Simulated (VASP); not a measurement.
Here is the system:

```
Nb
1.0
   -1.64817     1.64817     1.64817
    1.64817    -1.64817     1.64817
    1.64817     1.64817    -1.64817
Nb
1
Direct
  0.00000   0.00000   0.00000
```

The numbers are results of PBE GGA with D3 dispersion (Becke-Johnson damping), VASP's PBE PAW potentials (set 64) (plane waves; VASP), not measurements. Numerical set-up: 520 eV cut-off, 16×16×16 Γ-centred mesh, first-order Methfessel-Paxton smearing of 0.10 eV, potentials Nb_sv.

Task: The job: Nb (bcc), 1 atom, PBE-D3(BJ), static run, 520 eV, 16×16×16 Γ-centred mesh. Roughly how much core time does it take on a busy server core?

Result: About 20 core-seconds (one run on a shared machine, a rough figure). It had 145 irreducible k-points, 10 bands, up to 496 plane waves and 14 electronic steps.

The compound is Nb in the bcc structure. This cell is one point of a volume scan, at 1.03 of the reference volume.
